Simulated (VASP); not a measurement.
TiO₂ (rutile): the band gap from VASP (plane waves, PAW) at several levels of theory. Gaps are without spin-orbit coupling. Each level names its cell: its own relaxed one, PBE's, or the starting one. A gap is the smallest over the k-mesh and a band path; hybrids may have named points in place of the path, and GW has the mesh alone.

```tsv
level	band gap (eV)
LDA (own cell)	1.82
PBE (own cell)	1.82
PBEsol (own cell)	1.83
revPBE (own cell)	1.82
PW91 (own cell)	1.81
PBE-D3 (zero damping) (own cell)	1.82
optB86b-vdW (own cell)	1.81
vdW-DF2 (own cell)	1.70
vdW-DF-cx (own cell)	1.82
TPSS (own cell)	1.91
MS2 (own cell)	2.19
SCAN (own cell)	2.22
r2SCAN (own cell)	2.21
```

The cell of the LDA (own cell) run:

Space group P4₂/mnm (No. 136); a = b = 4.554 Å, c = 2.924 Å, α = β = γ = 90.00°

```json
[
 {"atom": "Ti", "site": "2a", "symmetry": "m.mm", "x": "0.0000", "y": "0.0000", "z": "0.0000"},
 {"atom": "O", "site": "4f", "symmetry": "m.2m", "x": "0.3040", "y": "0.3040", "z": "0.0000"}
]
```

Only levels that ran to the end are used. Left out are those held back, those with too coarse a band path, GW runs whose mesh misses a band edge, hybrids' fits of cells that aren't cubic and levels without matching references; a question may draw on a part of the rest.

The compound is TiO2 in the rutile structure.
